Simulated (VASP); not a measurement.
Input of a VASP 6.6.1 run:

INCAR

```
  PREC = Accurate
  ENCUT = 520
  EDIFF = 1E-6
  ISMEAR = 0
  SIGMA = 0.03
  LREAL = False
  LASPH = True
  NELM = 150
  ALGO = Normal
  ISIF = 2
  LWAVE = False
  LCHARG = False
  METAGGA = R2SCAN
  LMIXTAU = True
  KPAR = 4
```

File KPOINTS:

```
Automatic mesh
0
Gamma
  8 8 8
```

Contents of POSCAR:

```
BeZn2Te3
1.0
   -2.1185700000      2.1185700000      9.0827800000
    2.1185700000     -2.1185700000      9.0827800000
    2.1185700000      2.1185700000     -9.0827800000
Be Zn Te
1 2 3
Direct
    0.0000000000      0.0000000000      0.0000000000
    0.6622600000      0.6622600000      0.0000000000
    0.3377400000      0.3377400000      0.0000000000
    0.2500000000      0.7500000000      0.5000000000
    0.5737130000      0.0737130000      0.5000000000
    0.9262870000      0.4262870000      0.5000000000
```

Potentials or basis: VASP PAW PBE potentials, release 64 (Be, Zn, Te).

The run is started by

```console
$ cat potpaw_PBE.64/Be/POTCAR potpaw_PBE.64/Zn/POTCAR potpaw_PBE.64/Te/POTCAR > POTCAR
$ mpirun -np 4 vasp_std > vasp.out
```

Question: Estimate the pressure.

Answer: -1.1 GPa.

Question: Estimate the band gap on the k mesh.

Answer: 2.22 eV, direct.

Question: Estimate the largest force.

Answer: 0.164 eV/Å.

Stress tensor (GPa, compression positive):
```
-1.09  0.00  0.00
 0.00 -1.09  0.00
 0.00  0.00 -1.24
```

Caveat: the PAW data sets were made with another functional, which shifts forces and pressure a little; spin-orbit coupling is left out, which moves the levels of the heavy elements. A k mesh can miss the band edges.
